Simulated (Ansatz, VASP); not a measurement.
## Cross-check of Te (Tellurium) between VASP and Ansatz

Aim: how closely do two programs agree when they are given the same cell, functional and k mesh? Other levels of theory on this material are compared in a session of their own.

Main program and level: Ansatz 0.2.0; plane waves, with VASP 6.6.1 beside it; band structure at PBE.

The database entry behind the starting cell differs from later determinations by our own check (inner coordinate of an old entry), so it need not match the best structure at ambient conditions.

**1. Set-up**

It takes space group P3_121 (No. 152, trigonal). The conventional cell has a = 4.454 Å, b = 4.454 Å, c = 5.924 Å, α = 90.00°, β = 90.00°, γ = 120.00°. Nearest to Te lie 2 Te at 2.86 Å.

**2. VASP: band structure, PBE**

Levels along a path test the potential and the projectors away from the mesh points.

Lines of VASP's logs that name or quote its potential files are left out, and so is its time.

Input file INCAR:

```
SYSTEM = Te
PREC = Accurate
ENCUT = 400
EDIFF = 1E-06
NELM = 100
ISMEAR = 0
SIGMA = 0.02
LREAL = .FALSE.
ALGO = Normal
GGA = PE
NBANDS = 22
LORBIT = 11
LWAVE = .FALSE.
LCHARG = .FALSE.
KPAR = 4
```

Input file POSCAR:

```
Te
1.0
    4.4540000000      0.0000000000      0.0000000000
   -2.2270000000      3.8572771485      0.0000000000
    0.0000000000      0.0000000000      5.9240000000
Te
3
Direct
    0.2690000000      0.0000000000      0.3333333333
    0.0000000000      0.2690000000      0.6666666667
    0.7310000000      0.7310000000      0.0000000000
```

Input file KPOINTS:

```
Automatic mesh
0
Gamma
4 4 3
0 0 0
```

Input file KPOINTS_OPT:

```
Line mode
16
Line-mode
Reciprocal
  0.00000000   0.00000000   0.00000000 GAMMA
  0.50000000   0.00000000   0.00000000 M

  0.50000000   0.00000000   0.00000000 M
  0.33333333   0.33333333   0.00000000 K

  0.33333333   0.33333333   0.00000000 K
  0.00000000   0.00000000   0.00000000 GAMMA

  0.00000000   0.00000000   0.00000000 GAMMA
  0.00000000   0.00000000   0.50000000 A

  0.00000000   0.00000000   0.50000000 A
  0.50000000   0.00000000   0.50000000 L

  0.50000000   0.00000000   0.50000000 L
  0.33333333   0.33333333   0.50000000 H

  0.33333333   0.33333333   0.50000000 H
  0.00000000   0.00000000   0.50000000 A

  0.50000000   0.00000000   0.50000000 L
  0.50000000   0.00000000   0.00000000 M

  0.33333333   0.33333333   0.00000000 K
  0.33333333   0.33333333   0.50000000 H
```

Potentials, in the order of the species: Te (PBE family, release 64).

Launch:

```
> mpirun -np 4 vasp_std
```

Numbers of over 12 decimals in the logs are rounded to 6 here.

What it wrote:

```text
[banner, memory and clock lines left out]
running    4 mpi-ranks, on    1 nodes
 distrk:  each k-point on    1 cores,    4 groups
 distr:  one band on    1 cores,    1 groups

 POSCAR found type information on POSCAR Te
 POSCAR found :  1 types and       3 ions
 LDA part: xc-table for (Slater+PW92), standard interpolation
 POSCAR, INCAR and KPOINTS ok, starting setup
 FFT: planning ... GRIDC
 FFT: planning ... GRID_SOFT
 FFT: planning ... GRID
 WAVECAR not read
 entering main loop
       N       E                     dE             d eps       ncg     rms          rms(c)
DAV:   1     0.586339246010E+02    0.58634E+02   -0.52960E+03   396   0.524E+02
DAV:   2    -0.528114172438E+01   -0.63915E+02   -0.60744E+02   514   0.103E+02
DAV:   3    -0.932736465144E+01   -0.40462E+01   -0.40071E+01   474   0.261E+01
DAV:   4    -0.940214678457E+01   -0.74782E-01   -0.74767E-01   496   0.415E+00
DAV:   5    -0.940370539662E+01   -0.15586E-02   -0.15586E-02   500   0.541E-01    0.122E+01
DAV:   6    -0.938308116863E+01    0.20624E-01   -0.14872E-02   468   0.605E-01    0.772E+00
DAV:   7    -0.937967369768E+01    0.34075E-02   -0.36136E-02   486   0.895E-01    0.312E-01
DAV:   8    -0.937890013629E+01    0.77356E-03   -0.63419E-03   444   0.349E-01    0.156E-01
DAV:   9    -0.937893021783E+01   -0.30082E-04   -0.18230E-04   498   0.648E-02    0.118E-01
DAV:  10    -0.937897252429E+01   -0.42306E-04   -0.39046E-05   456   0.304E-02    0.139E-02
DAV:  11    -0.937896928018E+01    0.32441E-05   -0.87533E-06   494   0.150E-02    0.110E-02
DAV:  12    -0.937896949744E+01   -0.21727E-06   -0.11625E-06   326   0.512E-03
   1 F= -.93789695E+01 E0= -.93789695E+01  d E =-.525122E-11
 Start KPOINTS_OPT (optional k-point list driver)
k-point batch [1-9\144]
       N       E                     dE             ncg
DAV:   1     0.741976543520E+03    0.12962E+02      396
DAV:   2     0.147808829397E+03   -0.59417E+03      496
DAV:   3     0.106663576823E+03   -0.41145E+02      444
DAV:   4     0.105942248544E+03   -0.72133E+00      462
DAV:   5     0.105925610623E+03   -0.16638E-01      468
DAV:   6     0.105924832681E+03   -0.77794E-03      516
DAV:   7     0.105924830875E+03   -0.18057E-05      458
DAV:   8     0.105924830850E+03   -0.25425E-07      334
[...]
k-point batch [136-144\144]
       N       E                     dE             ncg
DAV:   1     0.640195321208E+03   -0.36886E+04      396
DAV:   2     0.734453286077E+02   -0.56675E+03      526
DAV:   3     0.414135308369E+02   -0.32032E+02      498
DAV:   4     0.408125853245E+02   -0.60095E+00      518
DAV:   5     0.408001826144E+02   -0.12403E-01      504
DAV:   6     0.407996177298E+02   -0.56488E-03      548
DAV:   7     0.407996047850E+02   -0.12945E-04      472
DAV:   8     0.407996041263E+02   -0.65866E-06      388
```

OUTCAR, selected parts (step 2):

```text
ion  position               nearest neighbor table
   1  0.269  0.000  0.333-   3 2.86   2 2.86   3 3.47   3 3.47   2 3.47   2 3.47
   2  0.000  0.269  0.667-   3 2.86   1 2.86   3 3.47   3 3.47   1 3.47   1 3.47
   3  0.731  0.731  0.000-   1 2.86   2 2.86   1 3.47   2 3.47   2 3.47   1 3.47

  LATTYP: Found a hexagonal cell.
 ALAT       =     4.4540000000
 C/A-ratio  =     1.3300404131

 Subroutine GETGRP returns: Found  6 space group operations
 (whereof  2 operations were pure point group operations)

The static configuration has the point symmetry C_2 .
 The point group associated with its full space group is D_3 .

 Found      9 irreducible k-points:

   k-points           NKPTS =      9   k-points in BZ     NKDIM =      9   number of bands    NBANDS=     22

   dimension x,y,z NGX =    30 NGY =   30 NGZ =   40
   dimension x,y,z NGXF=    60 NGYF=   60 NGZF=   80

   ENCUT  =  400.0 eV  29.40 Ry    5.42 a.u.   7.26  7.26  9.66*2*pi/ulx,y,z

   NELECT =      18.0000    total number of electrons

 k-points in reciprocal lattice and weights: Automatic mesh
   0.00000000  0.00000000  0.00000000       0.021
   0.25000000  0.00000000  0.00000000       0.125
   0.50000000  0.00000000  0.00000000       0.062
   0.25000000  0.25000000  0.00000000       0.125
   0.00000000  0.00000000  0.33333333       0.042
   0.25000000  0.00000000  0.33333333       0.125
   0.00000000  0.25000000  0.33333333       0.125
   0.50000000  0.00000000  0.33333333       0.125
   0.25000000  0.25000000  0.33333333       0.250

 average (electrostatic) potential at core
       1 -89.0135       2 -89.0135       3 -89.0135

 E-fermi :   5.7855

 k-point     1 :       0.0000    0.0000    0.0000
  band No.  band energies     occupation
    ...
      5       3.2083      2.00000
      6       3.2083      2.00000
      7       4.2839      2.00000
      8       4.2839      2.00000
      9       5.1152      2.00000
     10       6.9597      0.00000
     11       6.9597      0.00000
     12       7.5575      0.00000
     13      10.9179      0.00000
     14      10.9179      0.00000
    ...

 k-point     2 :       0.2500    0.0000    0.0000
  band No.  band energies     occupation
    ...
      5       2.0762      2.00000
      6       2.5677      2.00000
      7       4.4115      2.00000
      8       4.9783      2.00000
      9       5.1459      2.00000
     10       6.7979      0.00000
     11       7.0147      0.00000
     12       7.8524      0.00000
     13       9.7406      0.00000
     14      11.2532      0.00000
    ...

 k-point     3 :       0.5000    0.0000    0.0000
  band No.  band energies     occupation
    ...
      5       1.5422      2.00000
      6       2.3662      2.00000
      7       2.4386      2.00000
      8       4.9304      2.00000
      9       5.1489      2.00000
     10       6.8011      0.00000
     11       6.8593      0.00000
     12       8.8940      0.00000
     13       9.6838      0.00000
     14      13.3051      0.00000
    ...

  Total        0.9790050      0.9790050      1.0264126      0.0000000      0.0000000      0.0000000
  in kB       15.4116588     15.4116588     16.1579577      0.0000000      0.0000000      0.0000000
  external PRESSURE =      15.6604251 kB  Pullay stress =       0.0000000 kB

  energy-cutoff  :      400.00
  volume of cell :      101.78
      direct lattice vectors                 reciprocal lattice vectors
     4.454000000  0.000000000  0.000000000     0.224517288  0.129625117  0.000000000
    -2.227000000  3.857277149  0.000000000     0.000000000  0.259250233  0.000000000
     0.000000000  0.000000000  5.924000000     0.000000000  0.000000000  0.168804862

 POSITION                                       TOTAL-FORCE (eV/Angst)
 -----------------------------------------------------------------------------------
      1.19813      0.00000      1.97467         0.155730     -0.000000      0.000000
     -0.59906      1.03761      3.94933        -0.077865      0.134867     -0.000000
      1.62794      2.81967      0.00000        -0.077865     -0.134867      0.000000
 -----------------------------------------------------------------------------------
    total drift:                                0.000000      0.000000      0.000000

  FREE ENERGIE OF THE ION-ELECTRON SYSTEM (eV)
  ---------------------------------------------------
  free  energy   TOTEN  =        -9.3789694974 eV

  energy  without entropy=       -9.3789694974  energy(sigma->0) =       -9.37896950

 total charge
# of ion       s       p       d       tot
------------------------------------------
    1        1.433   1.817   0.043   3.293
    2        1.433   1.817   0.043   3.293
    3        1.433   1.817   0.043   3.293
--------------------------------------------------
tot          4.300   5.451   0.129   9.880

[... 3 further parts left out ...]
```

The run ends at a pressure of 1.57 GPa, with forces up to 0.16 eV/Å.

**3. Ansatz: band structure, PBE**

Ansatz runs on its default PAW (the set named soft_2) files.

The same cell, functional, mesh and smearing now go to Ansatz, which takes its cutoff from its data sets.

Input file input.yaml:

```yaml
crystal:
  lattice:
    - [4.454, 0.0, 0.0]
    - [-2.227, 3.8572771485, 0.0]
    - [0.0, 0.0, 5.924]
  atoms:
    - { symbol: Te, position: [0.269, 0.0, 0.3333333333] }
    - { symbol: Te, position: [0.0, 0.269, 0.6666666667] }
    - { symbol: Te, position: [0.731, 0.731, 0.0] }
hamiltonian:
  xc: pbe
  pseudopotentials: { kind: paw }
kpoints:
  mp_grid: { grid: [4, 4, 3] }
  band_path:
    path:
      - [0.0, 0.0, 0.0]
      - [0.13333, 0.0, 0.0]
      - [0.3, 0.0, 0.0]
      - [0.46667, 0.0, 0.0]
      - [0.46667, 0.06667, 0.0]
      - [0.41111, 0.17778, 0.0]
      - [0.35556, 0.28889, 0.0]
      - [0.28889, 0.28889, 0.0]
      - [0.17778, 0.17778, 0.0]
      - [0.06667, 0.06667, 0.0]
      - [0.0, 0.0, 0.03333]
      - [0.0, 0.0, 0.2]
      - [0.0, 0.0, 0.36667]
      - [0.0, 0.0, 0.5]
      - [0.16667, 0.0, 0.5]
      - [0.3, 0.0, 0.5]
      - [0.46667, 0.0, 0.5]
      - [0.46667, 0.06667, 0.5]
      - [0.41111, 0.17778, 0.5]
      - [0.35556, 0.28889, 0.5]
      - [0.33333, 0.33333, 0.5]
      - [0.28889, 0.28889, 0.5]
      - [0.17778, 0.17778, 0.5]
      - [0.06667, 0.06667, 0.5]
      - [0.5, 0.0, 0.46667]
      - [0.5, 0.0, 0.3]
      - [0.5, 0.0, 0.13333]
      - [0.33333, 0.33333, 0.0]
      - [0.33333, 0.33333, 0.16667]
      - [0.33333, 0.33333, 0.33333]
      - [0.33333, 0.33333, 0.46667]
      - [0.33333, 0.33333, 0.5]
    npoints: 1
scf:
  occupations: { method: gaussian, width: 0.02 }
  n_extra_bands: 7
output:
  forces: true
  stress: true
  eigenvalues: true
```

Launch:

```
> ansatz run input.yaml --threads 2 --pin off --max-ram 4608MiB --backend cpu --events-out ev --progress --plain --runs-dir out
```

What it wrote:

```text
scf.n_extra_bands = 7 over 24 filled bands (N_el = 48.0): the run solves 31 bands
Engine: ansatz 0.2.0, x86_64-unknown-linux-gnu
Pseudopotentials: kind: paw
Pseudopotential: Te, paw, valence charge 16, recommended cutoff 420 eV (normal), Te.paw.azcp
Functional definition: PBE
  parameter kappa = 0.804
  parameter beta = 0.066725
  exchange = pbe_x(kappa = kappa, mu = beta*pi^2/3)
  correlation = pbe_c(beta = beta)
Crystal: 3 atoms, lattice volume = 101.776 Å³
Basis set: ecut = 420 eV, 1993 PW (Γ), exchange–correlation on 60×60×80 points (8 copies of the dense FFT grid, shifted against one another)
Bands: 31, of which v1, the nominal top of the filled ones, is band 24 counted from 1 (23 counted from 0)
Symmetry: 6 space group operations
Space group: P3121 (ITA 152), of the structure as read, at distance tolerance 4.7e-5 Å
k-points: 9 of 48 (time reversal used)
Non-local potential: Te, projectors of the file, l = 0: 2, l = 1: 2, l = 2: 2, l = 3: 2
PAW form: soft (Blöchl's): semilocal exchange-correlation on the pseudo side does not see the compensation charge
PAW one-centre angular grid: Te, 590 points (default); XC on 64 Gauss nodes
Initial density: superposition of atomic densities (neutral atoms: chi_scale 0, normalization atom), corrected by the library's trained network
Initial wavefunctions: pseudopotential atomic-orbital guess
Functional: x = pbe(κ = 0.804, μ = 0.219515), c = pbe(β = 0.066725)
SCF iter   1: F=—  HF=-20939.828998 eV  |F-HF|=—  |Δ(HF+E_count)|=         —  Δρ=1.56e-3  dr2=1.99e-3  ethr=1.77e-3  ⟨swp⟩=8.6  Hψ=1368  notcnv=0  defer=1
preconditioner: auto → Resta (q_TF=auto, 2.407 Å⁻¹)  ε∞=3.5  [insulator: Δε(μ)=0.798 eV  Ē_g=9.859 eV  σ=0.020 eV  W_gap=1.00  n_scr=22 (ndim 8)  ℏωp=15.6 eV  f_vac=0.027  D(μ)=0.00/eV (n_scr^D=0)  ε∞_Penn≈3.5]
SCF iter   2: F=—  HF=-20939.827505 eV  |F-HF|=—  |Δ(HF+E_count)|=   1.49e-3  Δρ=8.17e-4  dr2=3.88e-4  ethr=4.14e-6  ⟨swp⟩=2.7  Hψ=616  notcnv=0  defer=19
SCF iter   3: F=—  HF=-20939.827809 eV  |F-HF|=—  |Δ(HF+E_count)|=   3.04e-4  Δρ=4.32e-4  dr2=1.17e-4  ethr=8.09e-7  ⟨swp⟩=3.0  Hψ=505  notcnv=0  defer=19
SCF iter   4: F=—  HF=-20939.827970 eV  |F-HF|=—  |Δ(HF+E_count)|=   1.62e-4  Δρ=5.63e-5  dr2=2.56e-6  ethr=2.44e-7  ⟨swp⟩=2.0  Hψ=352  notcnv=0  defer=19
SCF iter   5: F=—  HF=-20939.827987 eV  |F-HF|=—  |Δ(HF+E_count)|=   1.71e-5  Δρ=1.84e-5  dr2=2.76e-7  ethr=5.33e-9  ⟨swp⟩=3.0  Hψ=476  notcnv=0  defer=19
SCF iter   6: F=-20939.827988 eV  HF=-20939.827988 eV  |F-HF|=2.25e-9  |Δ(HF+E_count)|=   1.33e-7  Δρ=4.49e-6  dr2=2.32e-8  ethr=2.08e-10  ⟨swp⟩=9.9  Hψ=1265  notcnv=0
SCF 1 converged in 6 iterations: F = -20939.827988 eV  dr2 = 2.32e-8
  greatest PAW one-centre occupation: 0.998 electrons in one spin orbital (limit 2), on the Te atom at site 1 (counted from 0), in its partial waves of l = 2
NSCF: frozen V_eff on 32 k-points
SCF converged after 6 iterations
Free energy (F): -20939.827988 eV
Harris-Foulkes:  -20939.827988 eV  (|F-HF|=2.25e-9)
Internal energy: -20939.827988 eV  (E = F + TS)
E sigma→0 (E₀):  -20939.827988 eV
Fermi energy:    8.907974 eV
--- Per-component energies (eV) ---
  E_band       = -797.642421
  E_kinetic    = 540.324745
  E_local      = -3823.669729  (includes V_loc(G=0)·N_el)
  E_nonlocal   = -931.262191
  E_hartree    = 2433.306988
  E_xc         = -372.309920
  E_vxc        = -311.497323  (∫ρ·V_xc dr)
  E_paw        = -13985.923203  (= ΣΔE_a)
  E_vpaw       = -1138.151177  (= ΣTr[D̂ρ^β])
  E_aug_tail   = -0.000552  (compensation charges beyond the density's cutoff)
  E_ewald      = -4800.294125
  E_smearing   = -0.000000  (= −TS)
  E_closure    = 0.000000  (closes the sum)
  Σ components = -20939.827988   (vs F -20939.827988, Δ=0.00e0)
--- Forces (eV/Å), atoms counted from 1 ---
  atom   1  Te     0.13684854     0.00000000    -0.00000000
  atom   2  Te    -0.06842427     0.11851431     0.00000000
  atom   3  Te    -0.06842427    -0.11851431    -0.00000000
  max |Σ_I F_I| component: 2.31e-18 eV/Å
--- Stress (GPa, compression-positive) ---
        1.550224       0.000000       0.000000
        0.000000       1.550224       0.000000
        0.000000       0.000000       1.593253
  P = ⅓ Tr σ = 1.5646 GPa (15.646 kbar)
--- Band table (eV; the first three rows and the last of 9) ---
  k-point 0: bands = [... 20 lower, 6.0215, 7.1020, 7.1020, 7.9264, 9.7887, 9.7887, 10.3770, 13.7755, ... 3 higher]
  k-point 1: bands = [... 20 lower, 6.2401, 7.3672, 7.4803, 7.8812, 9.3065, 9.3681, 9.6013, 12.9829, ... 3 higher]
  k-point 2: bands = [... 20 lower, 5.3844, 7.2313, 7.7936, 7.9618, 9.6223, 9.8390, 10.6678, 12.5758, ... 3 higher]
  k-point 8: bands = [... 20 lower, 4.7072, 6.4025, 7.8002, 8.5086, 9.5186, 10.3400, 11.4234, 13.5913, ... 3 higher]
```

It took 2.1 s on 2 threads of Intel Xeon Platinum 8375C at 2.90GHz (Ice Lake), shared host; peak memory 0.47 GiB.

The column dr2 measures how far the density is from self-consistency, as an energy; F and HF (Harris–Foulkes) agree once it is small.

**4. Side by side**

Known differences besides the potentials themselves: the data sets hold 48 valence electrons in Ansatz (default PAW (the set named soft_2) files) and 18 in VASP; the cutoff is 420 eV in Ansatz and 400 eV in VASP; VASP leaves aspherical gradient terms in its spheres out (LASPH is not set), Ansatz keeps them. Total energies have different zeros and are not compared.

Compared:

```tsv
quantity	Ansatz	VASP	difference
pressure (GPa)	1.56	1.57	0.00
gap over the path points (eV)	0.159	0.128	+0.031
```

Forces (eV/Å; atoms numbered as in POSCAR):

```tsv
atom	Ansatz x, y, z	VASP x, y, z
Te1	0.137, 0.000, 0.000	0.156, 0.000, 0.000
Te2	-0.068, 0.119, 0.000	-0.078, 0.135, 0.000
Te3	-0.068, -0.119, 0.000	-0.078, -0.135, 0.000
```

Levels at points of the path, from each program's valence-band top (eV; 4 filled, then empty):

```tsv
k (reciprocal lattice)	Ansatz	VASP
0.000 0.000 0.000	-2.78 -1.70 -1.70 -0.88 0.99 0.99 1.57	-2.79 -1.71 -1.71 -0.88 0.97 0.97 1.56
0.133 0.000 0.000	-3.03 -1.36 -1.05 -0.68 0.70 0.90 1.43	-3.04 -1.37 -1.05 -0.69 0.68 0.88 1.42
0.300 0.000 0.000	-3.56 -2.07 -0.98 -0.83 0.81 1.00 2.39	-3.56 -2.08 -0.99 -0.84 0.80 0.99 2.38
0.467 0.000 0.000	-3.68 -3.43 -1.05 -0.84 0.82 0.88 2.94	-3.69 -3.44 -1.06 -0.84 0.81 0.87 2.92
0.467 0.067 0.000	-3.60 -3.52 -1.26 -1.11 1.02 1.17 3.07	-3.60 -3.53 -1.26 -1.12 1.01 1.16 3.05
0.411 0.178 0.000	-3.45 -3.39 -2.04 -2.00 1.84 2.17 3.47	-3.45 -3.40 -2.04 -2.00 1.83 2.15 3.46
0.356 0.289 0.000	-3.18 -3.17 -2.80 -2.66 2.67 2.87 3.17	-3.19 -3.18 -2.81 -2.67 2.65 2.85 3.16
0.289 0.289 0.000	-3.31 -2.95 -2.68 -2.55 2.51 2.84 3.02	-3.32 -2.96 -2.68 -2.55 2.50 2.82 3.01
0.178 0.178 0.000	-3.08 -1.97 -1.52 -1.51 1.62 1.66 1.95	-3.09 -1.98 -1.53 -1.51 1.60 1.64 1.94
0.067 0.067 0.000	-2.84 -1.56 -1.00 -0.69 0.67 0.92 1.47	-2.85 -1.57 -1.01 -0.69 0.66 0.90 1.46
```

The forces differ by 11 meV/Å r.m.s., which is 12.1 % of the r.m.s. force of 0.09 eV/Å (both taken over all components). Among the levels compared at these points, filled levels agree within 18 meV and empty ones within 31 meV. Ansatz's pressure holds a Pulay correction of 0.03 GPa; VASP's holds none.

**5. Outcome**

```yaml
difference_in_gap_over_the_path_points_band_structure_pbe: 0.031 eV
r_m_s_force_difference_band_structure_pbe: 11 meV/Å
```

What this shows: The r.m.s. force difference is 11 meV/Å (band structure, PBE), within the 12 meV/Å picked in this series as the mark of a large difference. 12 further runs of this series are not shown here. Such differences can come from data sets, numerical settings and the points named under the comparisons, not from the functional's error against experiment.

[Lines on the potential files, build, host, timing and source positions are cut from VASP's logs without a mark.]

[Logs are printed without paths, hosts, clocks, repeated set-up lines and the standing remarks that a program may print on its own settings, such as how far it seeks lower states.]

[Hosts, paths, dates, database ids (printed as entryN), source tags and the programs' standing remarks are cut or masked in the printed files.]
